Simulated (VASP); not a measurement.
Given:

```yaml
crystal:
  lattice:
    - [4.50512, 0.00000, 0.00000]
    - [0.00000, 4.50512, 0.00000]
    - [0.00000, 0.00000, 4.50512]
  atoms:
    - { symbol: Cs, position: [0.00000, 0.00000, 0.00000] }
    - { symbol: I, position: [0.50000, 0.50000, 0.50000] }
```

Method: optB88-vdW, VASP's PBE PAW potentials (set 64) (plane waves; VASP). Numerical set-up: 520 eV cut-off, 6×6×6 Γ-centred mesh, Gaussian smearing of 0.050 eV, potentials Cs_sv I.

Unless said otherwise, spin-orbit coupling is left out, though it shifts the bands of the heavy elements here.

### Question
Predict the energy per atom (σ→0), band gap (on the k-mesh) with the smallest direct gap where there is one.

### Answer

```yaml
band gap (on the k-mesh): 3.97 eV
smallest direct gap (on the k-mesh): 4.05 eV
energy per atom (σ→0): -0.449 eV/atom
```

The compound is CsI in the CsCl type structure. This cell is one point of a volume scan, at 0.97 of the reference volume.
